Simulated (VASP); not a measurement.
Data:

```
CELL_PARAMETERS angstrom
     -1.57500     1.57500     1.57500
      1.57500    -1.57500     1.57500
      1.57500     1.57500    -1.57500
ATOMIC_POSITIONS crystal
  Mo 0.00000 0.00000 0.00000
```

Calculation: rev-vdW-DF2, VASP's PBE PAW potentials (set 64) (plane waves; VASP). Numerical set-up: 520 eV cut-off, 18×18×18 Γ-centred mesh, tetrahedra with Blöchl corrections, potentials Mo_sv.

Problem. Estimate the energy per atom (σ→0), band gap (on the k-mesh) with the smallest direct gap where there is one.

Solution. 
The band gap (on the k-mesh) comes out as none (metal, semimetal or under 0.01 eV) and the energy per atom (σ→0) comes out as -8.390 eV/atom.

The absolute energy has meaning only against runs of the same code, potentials and settings.

The compound is Mo in the bcc structure. The cell was not relaxed at this level.
